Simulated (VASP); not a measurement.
Here is the system:

```yaml
crystal:
  lattice:
    - [0.00000, 2.77873, 2.77873]
    - [2.77873, 0.00000, 2.77873]
    - [2.77873, 2.77873, 0.00000]
  atoms:
    - { symbol: Pd, position: [0.00000, 0.00000, 0.00000] }
    - { symbol: Al, position: [0.25000, 0.25000, 0.25000] }
```

Method: r2SCAN meta-GGA, VASP's PBE PAW potentials (set 64) (plane waves; VASP). Settings: 400 eV cut-off, 13×13×13 Γ-centred mesh, tetrahedra with Blöchl corrections, potentials Pd Al.

Q: Give the energies of bands 1 to 9 at the high-symmetry points, in eV from the Fermi level.

A: 
| band | Γ | X | U | L | W |
|---|---|---|---|---|---|
| 1 | -7.83 | -5.27 | -5.32 | -5.90 | -5.26 |
| 2 | -3.94 | -4.48 | -4.14 | -3.76 | -4.00 |
| 3 | -3.94 | -3.06 | -3.34 | -3.76 | -3.51 |
| 4 | -3.94 | -3.06 | -3.21 | -2.87 | -3.15 |
| 5 | -3.05 | -2.69 | -2.90 | -2.87 | -3.00 |
| 6 | -3.05 | -1.91 | -1.44 | -2.85 | -1.16 |
| 7 | 7.71 | -0.82 | -0.77 | -1.83 | -0.28 |
| 8 | 7.71 | 1.98 | 0.41 | 5.03 | 0.19 |
| 9 | 7.71 | 1.98 | 2.89 | 5.03 | 1.47 |

It has no gap at this level: it comes out as a metal or semimetal.

The structure was generated: PdAl was put into the zinc blende type (F-43m), which need not be its known phase. It was relaxed first, which changed the volume by -21 %. The electron count is odd and the run is not spin-polarised, which forces a metal.
